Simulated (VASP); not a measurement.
Given:

```xyz
5
Lattice="3.9680 0.0000 0.0000 0.0000 3.9680 0.0000 0.0000 0.0000 3.9680" Properties=species:S:1:pos:R:3 pbc="T T T"
K      0.0000     0.0000     0.0000
Mg     1.9840     1.9840     1.9840
H      1.9840     0.0000     1.9840
H      0.0000     1.9840     1.9840
H      1.9840     1.9840     0.0000
```

Computed with PBEsol GGA, VASP's PBE PAW potentials (set 64) (plane waves; VASP 6.6.1). Run with 400 eV cut-off, Gaussian smearing of 0.050 eV, potentials K_sv Mg H.

Question: Give the energies of bands 5 to 10 at the high-symmetry points, in eV from the valence-band maximum.

Answer: 
| band | Γ | X | M | R |
|---|---|---|---|---|
| 5 | -5.71 | -3.94 | -3.04 | -2.20 |
| 6 | -0.51 | -2.92 | -2.00 | -2.20 |
| 7 | -0.51 | 0.00 | -2.00 | -2.20 |
| 8 | 5.78 | 5.27 | 3.44 | 2.38 |
| 9 | 5.78 | 5.27 | 6.39 | 5.60 |
| 10 | 5.78 | 5.72 | 6.79 | 5.60 |

The gap is indirect, 2.39 eV, from the valence maximum at X to the conduction minimum at R.

The structure comes from a computed database's KMgH3 entry (Pm-3m); how it stands against other phases isn't given here. It was relaxed first.
